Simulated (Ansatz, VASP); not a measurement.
# Cross-check of ScAgPd (ScAgPd in the AlB2 type) between VASP and Ansatz

Aim: how closely do two programs agree when they are given the same cell, functional and k mesh? The cell is generated by rule, not measured, and may not be a known phase. Of the first pair: The cell is taken from a series of runs on this material, whose earlier steps may have relaxed, scaled, displaced or heated it; both programs get it as it stands.

Calculated with Ansatz 0.2.0; plane waves, with VASP 6.6.1 beside it; relaxation of cell and atoms at LDA and zone-centre phonons at LDA.

**1. The structure**

The structure is hexagonal, space group P-6m2 (No. 187). Conventional cell: a = 4.523 Å, b = 4.523 Å, c = 2.832 Å, α = 90.00°, β = 90.00°, γ = 120.00°. Sc has 2 Sc at 2.83 Å and 6 Ag at 2.97 Å and 6 Pd at 2.97 Å nearest. Nearest to Ag lie 3 Pd at 2.61 Å and 2 Ag at 2.83 Å and 6 Sc at 2.97 Å. Pd has 3 Ag at 2.61 Å and 2 Pd at 2.83 Å and 6 Sc at 2.97 Å nearest. Farther neighbours are not listed.

Structure file:

```cif
data_structure
_symmetry_space_group_name_H-M 'P-6m2'
_symmetry_Int_Tables_number 187
_cell_length_a 4.5234
_cell_length_b 4.5234
_cell_length_c 2.8317
_cell_angle_alpha 90.000
_cell_angle_beta 90.000
_cell_angle_gamma 120.000
_cell_volume 50.18
loop_
_atom_site_label
_atom_site_type_symbol
_atom_site_symmetry_multiplicity
_atom_site_Wyckoff_symbol
_atom_site_fract_x
_atom_site_fract_y
_atom_site_fract_z
_atom_site_occupancy
Sc1 Sc 1 a 0.00000 0.00000 0.00000 1
Ag1 Ag 1 d 0.33333 0.66667 0.50000 1
Pd1 Pd 1 f 0.66667 0.33333 0.50000 1
```

**2. VASP: relaxation of cell and atoms, LDA, pair 1**

The relaxed volume is the usual yardstick between codes: in a stiff, nearly cubic crystal its relative difference is about their pressure difference at one cell divided by the bulk modulus.

Lines of VASP's logs that name or quote its potential files are left out, and so is its time.

The input, INCAR:

```
SYSTEM = ScAgPd
PREC = Accurate
ENCUT = 500
EDIFF = 1E-07
NELM = 120
ISMEAR = 0
SIGMA = 0.1
LREAL = .FALSE.
ALGO = Normal
GGA = PW92
NBANDS = 22
LASPH = .TRUE.
LORBIT = 11
LWAVE = .FALSE.
LCHARG = .FALSE.
ISIF = 3
IBRION = 2
NSW = 80
EDIFFG = -0.005
GGA_COMPAT = .FALSE.
NELMIN = 4
KPAR = 2
```

The input, POSCAR:

```
ScAgPd
1.0
    4.5234060000     -0.0000030000      0.0000000000
   -2.2617000000      3.9173860000      0.0000000000
    0.0000000000      0.0000000000      2.8317320000
Sc Ag Pd
1 1 1
Direct
    0.0000000000      0.0000000000      0.0000000000
    0.3333333333      0.6666666667      0.5000000000
    0.6666666667      0.3333333333      0.5000000000
```

The input, KPOINTS:

```
Automatic mesh
0
Gamma
9 9 10
0 0 0
```

The projector-augmented-wave data sets are Sc_sv, Ag and Pd (LDA family, release 64).

Started as:

```
$ mpirun -np 2 vasp_std
```

Numbers of over 12 decimals in the logs are rounded to 6 here.

The program printed:

```text
[banner, memory and clock lines left out]
running    2 mpi-ranks, on    1 nodes
 distrk:  each k-point on    1 cores,    2 groups
 distr:  one band on    1 cores,    1 groups

 POSCAR found type information on POSCAR ScAgPd
 POSCAR found :  3 types and       3 ions
|                                                                             |
|               ----> ADVICE to this user running VASP <----                  |
|                                                                             |
|     You enforced a specific xc type in the INCAR file but a different       |
|     [... a line on the potential file left out ...]
|     I HOPE YOU KNOW WHAT YOU ARE DOING!                                     |
|                                                                             |

 LDA part: xc-table for (Slater(with rela. corr.)+PW92), standard interpolation
 POSCAR, INCAR and KPOINTS ok, starting setup
 FFT: planning ... GRIDC
 FFT: planning ... GRID_SOFT
 FFT: planning ... GRID
 WAVECAR not read
 entering main loop
       N       E                     dE             d eps       ncg     rms          rms(c)
DAV:   1     0.282035384697E+03    0.28204E+03   -0.14532E+04  3192   0.153E+03
DAV:   2    -0.155876744068E+00   -0.28219E+03   -0.26829E+03  3310   0.432E+02
DAV:   3    -0.196172151427E+02   -0.19461E+02   -0.16646E+02  4930   0.108E+02
DAV:   4    -0.201702170687E+02   -0.55300E+00   -0.54744E+00  4470   0.187E+01
DAV:   5    -0.201734621641E+02   -0.32451E-02   -0.32442E-02  3932   0.118E+00    0.111E+01
DAV:   6    -0.185417186062E+02    0.16317E+01   -0.55027E+00  4558   0.320E+01    0.669E+00
DAV:   7    -0.184181388851E+02    0.12358E+00   -0.16151E+00  3996   0.134E+01    0.315E+00
DAV:   8    -0.183135830727E+02    0.10456E+00   -0.35344E-01  4914   0.760E+00    0.155E+00
DAV:   9    -0.183003006322E+02    0.13282E-01   -0.48519E-02  4820   0.274E+00    0.101E+00
DAV:  10    -0.182965261810E+02    0.37745E-02   -0.56310E-03  4642   0.846E-01    0.904E-02
DAV:  11    -0.182964095689E+02    0.11661E-03   -0.89430E-04  4682   0.287E-01    0.445E-02
DAV:  12    -0.182963937399E+02    0.15829E-04   -0.84321E-05  4504   0.128E-01    0.104E-02
DAV:  13    -0.182963938684E+02   -0.12846E-06   -0.56513E-06  4820   0.280E-02    0.391E-03
DAV:  14    -0.182963937913E+02    0.77083E-07   -0.40885E-07  3118   0.678E-03
   1 F= -.18296394E+02 E0= -.18290879E+02  d E =-.182964E+02
[...]
2 F= -.18298248E+02 E0= -.18292553E+02  d E =-.185416E-02
[...]
3 F= -.18298249E+02 E0= -.18292558E+02  d E =-.185479E-02
[...]
4 F= -.18298571E+02 E0= -.18292698E+02  d E =-.322197E-03
 trial-energy change:   -0.000322  1 .order   -0.000319   -0.001169    0.000532
 step:   0.6875(harm=  0.6849)  dis= 0.00000  next Energy=   -18.298653 (dE=-0.405E-03)
 bond charge predicted
       N       E                     dE             d eps       ncg     rms          rms(c)
DAV:   1    -0.182995024758E+02   -0.93168E-03   -0.30617E-02  3724   0.220E+00    0.184E-01
DAV:   2    -0.182988026438E+02    0.69983E-03   -0.22502E-03  4442   0.483E-01    0.733E-02
DAV:   3    -0.182986900638E+02    0.11258E-03   -0.19536E-04  4614   0.157E-01    0.413E-02
DAV:   4    -0.182986650991E+02    0.24965E-04   -0.87122E-05  4772   0.108E-01    0.248E-02
DAV:   5    -0.182986535276E+02    0.11571E-04   -0.30990E-05  4318   0.541E-02    0.712E-03
DAV:   6    -0.182986535773E+02   -0.49683E-07   -0.13170E-06  4160   0.105E-02    0.479E-03
DAV:   7    -0.182986535793E+02   -0.19718E-08   -0.98319E-08  1762   0.419E-03
   5 F= -.18298654E+02 E0= -.18292841E+02  d E =-.404998E-03
 curvature:  -0.44 expect dE=-0.123E-06 dE for cont linesearch -0.124E-08
 trial: gam= 0.00889 g(F)=  0.118E-45 g(S)=  0.276E-06 ort =-0.206E-05 (trialstep = 0.935E+00)
 search vector abs. value=  0.360E-06
 reached required accuracy - stopping structural energy minimisation
```

OUTCAR, selected parts (step 2):

```text
ion  position               nearest neighbor table
   1  0.000  0.000  0.000-   2 2.97   3 2.97   2 2.97   3 2.97   2 2.97   2 2.97   3 2.97   3 2.97
                             3 2.97   3 2.97   2 2.97   2 2.97
   2  0.333  0.667  0.500-   3 2.61   3 2.61   3 2.61   1 2.97   1 2.97   1 2.97   1 2.97   1 2.97
                             1 2.97
   3  0.667  0.333  0.500-   2 2.61   2 2.61   2 2.61   1 2.97   1 2.97   1 2.97   1 2.97   1 2.97
                             1 2.97

  LATTYP: Found a hexagonal cell.
 ALAT       =     4.5234060000
 C/A-ratio  =     0.6260176513

 Subroutine GETGRP returns: Found 12 space group operations
 (whereof 12 operations were pure point group operations)

The static configuration has the point symmetry D_3h.

 Found     72 irreducible k-points:

   k-points           NKPTS =     72   k-points in BZ     NKDIM =     72   number of bands    NBANDS=     22

   dimension x,y,z NGX =    36 NGY =   36 NGZ =   24
   dimension x,y,z NGXF=    72 NGYF=   72 NGZF=   48

   ENCUT  =  500.0 eV  36.75 Ry    6.06 a.u.   8.25  8.25  5.16*2*pi/ulx,y,z

   NELECT =      32.0000    total number of electrons

 k-points in reciprocal lattice and weights: Automatic mesh
   0.00000000  0.00000000  0.00000000       0.001
   0.11111111 -0.00000000  0.00000000       0.007
   0.22222222 -0.00000000  0.00000000       0.007
   0.33333333 -0.00000000  0.00000000       0.007
   0.44444444 -0.00000000  0.00000000       0.007
   0.11111111  0.11111111  0.00000000       0.007
   0.22222222  0.11111111  0.00000000       0.015
   0.33333333  0.11111111  0.00000000       0.015
   0.44444444  0.11111111  0.00000000       0.007
[...]
0.33333333  0.22222222  0.50000000       0.015
   0.33333333  0.33333333  0.50000000       0.002

 average (electrostatic) potential at core
       1 -43.1108       2 -71.9168       3 -72.9232

 E-fermi :   7.8860

 k-point     1 :       0.0000    0.0000    0.0000
  band No.  band energies     occupation
    ...
     14       6.0675      2.00000
     15       6.0675      2.00000
     16       7.7194      1.98151
     17       7.8334      1.54304
     18       7.8334      1.54304
     19      11.1840      0.00000
     20      11.1840      0.00000
     21      14.0466      0.00000
     22      14.3980      0.00000

 k-point     2 :       0.1111   -0.0000    0.0000
  band No.  band energies     occupation
    ...
     14       6.0715      2.00000
     15       6.0800      2.00000
     16       7.6720      1.99753
     17       7.7807      1.86349
     18       7.8466      1.42280
     19      11.1303      0.00000
     20      11.1908      0.00000
     21      13.1416      0.00000
     22      13.4382      0.00000

 k-point     3 :       0.2222   -0.0000    0.0000
  band No.  band energies     occupation
    ...
     14       6.0685      2.00000
     15       6.1109      2.00000
     16       7.2886      2.00000
     17       7.8566      1.32276
     18       7.9200      0.63101
     19      11.0221      0.00000
     20      11.2080      0.00000
     21      11.6916      0.00000
     22      12.1645      0.00000

  Total        0.0018804      0.0018804      0.0031758      0.0000000      0.0000000      0.0000000
  in kB        0.0596386      0.0596386      0.1007225      0.0000000      0.0000000      0.0000000
  external PRESSURE =       0.0733332 kB  Pullay stress =       0.0000000 kB

  energy-cutoff  :      500.00
  volume of cell :       50.52
      direct lattice vectors                 reciprocal lattice vectors
     4.516800106 -0.000002996 -0.000000000     0.221395758  0.127822682 -0.000000000
    -2.258397058  3.911665126  0.000000000     0.000000170  0.255645703 -0.000000000
    -0.000000000  0.000000000  2.859193611    -0.000000000 -0.000000000  0.349748963

 POSITION                                       TOTAL-FORCE (eV/Angst)
 -----------------------------------------------------------------------------------
     -0.00000      0.00000      0.00000         0.000000     -0.000000      0.000000
      0.00000      2.60778      1.42960         0.000000     -0.000000      0.000000
      2.25840      1.30389      1.42960        -0.000000      0.000000      0.000000
 -----------------------------------------------------------------------------------
    total drift:                               -0.000001      0.000000     -0.000000

  FREE ENERGIE OF THE ION-ELECTRON SYSTEM (eV)
  ---------------------------------------------------
  free  energy   TOTEN  =       -18.2986535793 eV

  energy  without entropy=      -18.2870280682  energy(sigma->0) =      -18.29284082

 reached required accuracy - stopping structural energy minimisation

 total charge
# of ion       s       p       d       tot
------------------------------------------
    1        2.247   6.141   1.064   9.452
    2        0.561   0.396   9.102  10.058
    3        0.570   0.449   8.532   9.551
--------------------------------------------------
tot          3.378   6.986  18.698  29.062

[... 3 further parts left out ...]
```

CONTCAR:

```
ScAgPd
   1.00000000000000
     4.5168001061182244   -0.0000029962981495   -0.0000000000000000
    -2.2583970580285366    3.9116651262662345    0.0000000000000000
    -0.0000000000000000    0.0000000000000000    2.8591936112594527
  Sc              Ag              Pd
     1     1     1
Direct
     0.0000000000000000    0.0000000000000000    0.0000000000000000
     0.3333333332999970    0.6666666667000030    0.5000000000000000
     0.6666666667000030    0.3333333332999970    0.5000000000000000
```

The run keeps the 12 symmetry operations of its start, so it cannot find a distortion of lower symmetry.

**3. Ansatz: relaxation of cell and atoms, LDA, pair 1**

Ansatz runs on its PAW soft_1 files.

The same cell, functional (in two slightly different forms), mesh and smearing now go to Ansatz, which takes its cutoff from its data sets.

The input, input.yaml:

```yaml
crystal:
  lattice:
    - [4.5234061053, -3.29e-06, 0.0]
    - [-2.2617002034, 3.9173862439, 0.0]
    - [0.0, 0.0, 2.8317319416]
  atoms:
    - { symbol: Sc, position: [0.0, 0.0, 0.0] }
    - { symbol: Ag, position: [0.3333333333, 0.6666666667, 0.5] }
    - { symbol: Pd, position: [0.6666666667, 0.3333333333, 0.5] }
kpoints:
  mp_grid: { grid: [9, 9, 10] }
hamiltonian:
  xc: lda
  pseudopotentials: { kind: paw, azcp: { folder: soft_1 }, xc_functional: pbe }
scf:
  occupations: { method: gaussian, width: 0.1 }
output:
  forces: true
  stress: true
  eigenvalues: true
relax:
  adjacent_minimum: "off"
  f_tol: 0.005
  max_steps: 80
  cell: { stress_tol: 0.05 }
```

Started as:

```
$ ansatz run input.yaml --threads 4 --pin off --max-ram 12288MiB --backend cpu --events-out ev --progress --plain --runs-dir out
```

The program printed:

```text
Engine: ansatz 0.2.0, aarch64-unknown-linux-gnu
Pseudopotentials: kind: paw
Pseudopotential: Sc, paw, valence charge 11, recommended cutoff 420 eV (normal), soft_1/Sc.paw.azcp
Pseudopotential: Ag, paw, valence charge 19, recommended cutoff 420 eV (normal), soft_1/Ag.paw.azcp
Pseudopotential: Pd, paw, valence charge 18, recommended cutoff 420 eV (normal), soft_1/Pd.paw.azcp
Functional definition: SPW92
  exchange = slater_x
  correlation = pw_c
Crystal: 3 atoms, lattice volume = 50.178 Å³
Basis set: ecut = 420 eV, 963 PW (Γ)
Bands: 29, of which v1, the nominal top of the filled ones, is band 24 counted from 1 (23 counted from 0)
Symmetry: 12 space group operations
Space group: P-6m2 (ITA 187), of the structure as read, at distance tolerance 3.7e-5 Å
k-points: 72 of 810 (time reversal used)
Non-local potential: Sc, projectors of the file, l = 0: 3, l = 1: 2, l = 2: 3, l = 3: 1
Non-local potential: Ag, projectors of the file, l = 0: 3, l = 1: 2, l = 2: 2, l = 3: 1
Non-local potential: Pd, projectors of the file, l = 0: 2, l = 1: 2, l = 2: 2, l = 3: 1
PAW form: soft (Blöchl's): semilocal exchange-correlation on the pseudo side does not see the compensation charge
PAW frozen core: Sc, regenerated for the run's functional, and the local potential with it (the file was generated under x = pbe(κ = 0.804, μ = 0.219515), c = pbe(β = 0.066725))
PAW frozen core: Ag, regenerated for the run's functional, and the local potential with it (the file was generated under x = pbe(κ = 0.804, μ = 0.219515), c = pbe(β = 0.066725))
PAW frozen core: Pd, regenerated for the run's functional, and the local potential with it (the file was generated under x = pbe(κ = 0.804, μ = 0.219515), c = pbe(β = 0.066725))
PAW one-centre angular grid: Sc, 590 points (default); XC on 64 Gauss nodes
PAW one-centre angular grid: Ag, 590 points (default); XC on 64 Gauss nodes
PAW one-centre angular grid: Pd, 590 points (default); XC on 64 Gauss nodes
Initial density: superposition of atomic densities (chi_scale 0.1, normalization cell, long waves kept (reshape's long-wave potential 0.00 eV rms))
Initial wavefunctions: pseudopotential atomic-orbital guess
Functional: x = slater, c = lda
SCF iter   1: F=—  HF=-16414.324562 eV  |F-HF|=—  |Δ(HF+E_count)|=         —  Δρ=5.96e-1  dr2=3.71e2  ethr=3.10e-3  ⟨swp⟩=4.1  Hψ=6786  notcnv=0
preconditioner: auto → none  [metal: Δε(μ)=0.003 eV  Ē_g=4.878 eV  σ=0.100 eV  W_gap=0.02  n_scr=8 (ndim 8)  ℏωp=25.7 eV  f_vac=0.000  D(μ)=3.17/eV (n_scr^D=32)  sad-step TF]
SCF iter   2: F=—  HF=-16403.565672 eV  |F-HF|=—  |Δ(HF+E_count)|=    1.08e1  Δρ=4.55e-1  dr2=2.22e2  ethr=3.10e-3  ⟨swp⟩=2.9  Hψ=4759  notcnv=0  defer=38
SCF iter   3: F=—  HF=-16394.128147 eV  |F-HF|=—  |Δ(HF+E_count)|=    9.44e0  Δρ=9.78e-2  dr2=5.16e0  ethr=3.10e-3  ⟨swp⟩=3.5  Hψ=6128  notcnv=0  defer=24
SCF iter   4: F=—  HF=-16393.252616 eV  |F-HF|=—  |Δ(HF+E_count)|=   8.76e-1  Δρ=2.75e-2  dr2=3.95e-1  ethr=3.10e-3  ⟨swp⟩=2.1  Hψ=4717  notcnv=0  defer=26
SCF iter   5: F=—  HF=-16393.200257 eV  |F-HF|=—  |Δ(HF+E_count)|=   5.24e-2  Δρ=1.22e-2  dr2=1.38e-1  ethr=8.23e-4  ⟨swp⟩=2.0  Hψ=3517  notcnv=0  defer=25
SCF iter   6: F=—  HF=-16393.187609 eV  |F-HF|=—  |Δ(HF+E_count)|=   1.26e-2  Δρ=5.40e-3  dr2=3.36e-2  ethr=2.88e-4  ⟨swp⟩=2.0  Hψ=2308  notcnv=0  defer=25
SCF iter   7: F=—  HF=-16393.184456 eV  |F-HF|=—  |Δ(HF+E_count)|=   3.15e-3  Δρ=3.81e-3  dr2=1.38e-2  ethr=7.00e-5  ⟨swp⟩=1.2  Hψ=2080  notcnv=0  defer=25
SCF iter   8: F=—  HF=-16393.182749 eV  |F-HF|=—  |Δ(HF+E_count)|=   1.71e-3  Δρ=1.04e-3  dr2=1.35e-3  ethr=2.87e-5  ⟨swp⟩=1.5  Hψ=2152  notcnv=0  defer=25
SCF iter   9: F=—  HF=-16393.182631 eV  |F-HF|=—  |Δ(HF+E_count)|=   1.19e-4  Δρ=6.77e-4  dr2=4.88e-4  ethr=2.81e-6  ⟨swp⟩=1.1  Hψ=2089  notcnv=0  defer=25
SCF iter  10: F=—  HF=-16393.182558 eV  |F-HF|=—  |Δ(HF+E_count)|=   7.25e-5  Δρ=2.25e-5  dr2=3.45e-7  ethr=1.02e-6  ⟨swp⟩=1.9  Hψ=2354  notcnv=0  defer=25
SCF iter  11: F=—  HF=-16393.182561 eV  |F-HF|=—  |Δ(HF+E_count)|=   2.55e-6  Δρ=5.56e-6  dr2=2.51e-8  ethr=2.08e-10  ⟨swp⟩=7.6  Hψ=9245  notcnv=0
SCF iter  12: F=-16393.182561 eV  HF=-16393.182561 eV  |F-HF|=2.57e-9  |Δ(HF+E_count)|=   4.37e-9  Δρ=2.18e-6  dr2=2.80e-9  ethr=5.24e-11  ⟨swp⟩=2.0  Hψ=6365  notcnv=0
SCF 1 converged in 12 iterations: F = -16393.182561 eV  dr2 = 2.80e-9
  greatest PAW one-centre occupation: 1.001 electrons in one spin orbital (limit 2), on the Ag atom at site 1 (counted from 0), in its partial waves of l = 0
relax step   1: F+E_penalty+E_count = -16393.18256086 eV  Δ(F+E_penalty+E_count) = +0.000e0 eV  max|allowed force component| = 9.252e-17 eV/Å  Δτ_max = 0.0000 Å  P = +0.330 GPa  Ω = 50.178 Å³  (12 SCF iters, dr2 threshold 1.00e-7 eV, accepted)
[...]
relax step   3: F+E_penalty+E_count = -16393.18441063 eV  Δ(F+E_penalty+E_count) = -6.434e-5 eV  max|allowed force component| = 4.549e-17 eV/Å  Δτ_max = 0.0000 Å  P = +0.254 GPa  Ω = 50.336 Å³  energy of the carried Pulay correction = -1.967e-5 eV  (6 SCF iters, dr2 threshold 2.21e-7 eV, accepted)
[...]
relax step   4: F+E_penalty+E_count = -16393.18448390 eV  Δ(F+E_penalty+E_count) = -7.327e-5 eV  max|allowed force component| = 1.326e-16 eV/Å  Δτ_max = 0.0000 Å  P = -0.001 GPa  Ω = 50.420 Å³  energy of the carried Pulay correction = -4.089e-5 eV  (6 SCF iters, dr2 threshold 2.83e-7 eV, accepted)
[...]
relax step   5: F+E_penalty+E_count = -16393.18452571 eV  Δ(F+E_penalty+E_count) = -4.181e-5 eV  max|allowed force component| = 1.280e-16 eV/Å  Δτ_max = 0.0000 Å  P = -0.002 GPa  Ω = 50.420 Å³  stress off target by 6.16e-3 GPa  SCF on the basis re-selected at this cell (its energy is not comparable with the rows above)  (8 SCF iters)
basis re-selected at this cell: Δ(F+E_penalty+E_count) = -4.181e-5 eV, ΔP = -0.000 GPa vs the last step (what re-selecting the basis moved, of the pressure what is left beyond the Pulay correction that the steps carried, after the strain that the cell walked since its last selection, with what the two solves' SCF thresholds leave and, on support functions, any second-order correction that the steps lacked; it is no m [...]
SCF converged after 8 iterations
Free energy (F): -16393.184526 eV
Harris-Foulkes:  -16393.184526 eV  (|F-HF|=3.64e-12)
Internal energy: -16393.173023 eV  (E = F + TS)
E sigma→0 (E₀):  -16393.178774 eV
Entropy (-TS):   -0.011503 eV (-3.834 meV/atom)
Fermi energy:    16.290838 eV
--- Per-component energies (eV) ---
  E_band       = -562.895658
  E_kinetic    = 1127.673105
  E_local      = -5132.337615  (includes V_loc(G=0)·N_el)
  E_nonlocal   = 559.023013
  E_hartree    = 2235.674124
  E_xc         = -383.557266
  E_vxc        = -484.724091  (∫ρ·V_xc dr)
  E_paw        = -8450.638060  (= ΣΔE_a)
  E_vpaw       = -1103.878905  (= ΣTr[D̂ρ^β])
  E_aug_tail   = 0.000588  (compensation charges beyond the density's cutoff)
  E_ewald      = -6350.721376
  E_core_change = 1.710465  (= ΣΔE_core)
  E_smearing   = -0.011503  (= −TS)
  E_closure    = -0.000000  (closes the sum)
  Σ components = -16393.184526   (vs F -16393.184526, Δ=0.00e0)
--- Forces (eV/Å), atoms counted from 1 ---
  atom   1  Sc     0.00000000    -0.00000000    -0.00000000
  atom   2  Ag    -0.00000000     0.00000000     0.00000000
  atom   3  Pd     0.00000000    -0.00000000    -0.00000000
  max |Σ_I F_I| component: 6.01e-17 eV/Å
--- Stress (GPa, compression-positive) ---
        0.000505       0.000000       0.000000
       -0.000000       0.000505       0.000000
        0.000000       0.000000      -0.006158
  P = ⅓ Tr σ = -0.0017 GPa (-0.017 kbar)
--- Band table (eV; the first three rows and the last of 72) ---
  k-point 0: bands = [... 20 lower, 12.7892, 14.4802, 14.4802, 16.1288, 16.2386, 16.2386, 19.6036, 19.6036, ... 1 higher]
  k-point 1: bands = [... 20 lower, 12.8349, 14.2721, 14.2721, 16.3886, 16.5840, 16.5840, 19.3375, 19.3375, ... 1 higher]
  k-point 2: bands = [... 20 lower, 13.1973, 13.8731, 13.8731, 17.0883, 17.3333, 17.3333, 18.8194, 18.8194, ... 1 higher]
  k-point 71: bands = [... 20 lower, 13.7173, 14.7044, 15.5120, 16.7592, 16.8725, 17.1298, 17.9942, 19.7938, ... 1 higher]
--- Relaxed structure (4 steps of the walk, 4 accepted, 1 SCFs on fresh bases) ---
  F+E_penalty+E_count = -16393.18452571 eV   max|allowed force component| = 1.280e-16 eV/Å   (the final SCF, on the basis selected at the relaxed cell)
  cell:  # Å, volume = 50.4197 Å³
    - [4.514138, -3.2832742341091807e-6, 0]
    - [-2.257066, 3.909360, -4.9985987036163e-19]
    - [0, -3.613299973782913e-19, 2.857061]
  atoms:
    - { symbol: Sc, position: [0, 0, 0] }
    - { symbol: Ag, position: [0.333333, 0.666667, 0.500000] }
    - { symbol: Pd, position: [0.666667, 0.333333, 0.500000] }
```

Reading the cycles: dr2 is the Hartree energy of the density residual (eV), the measure of convergence; HF is the Harris–Foulkes estimate of the energy, which meets the free energy F at convergence.

(Part 1 of 2 ends here.)

[Lines on the potential files, build, host, timing and source positions are cut from VASP's logs without a mark.]

[Logs are printed without paths, hosts, clocks, repeated set-up lines and the standing remarks that a program may print on its own settings, such as how far it seeks lower states.]

[Hosts, paths, dates, database ids (printed as entryN), source tags and the programs' standing remarks are cut or masked in the printed files.]
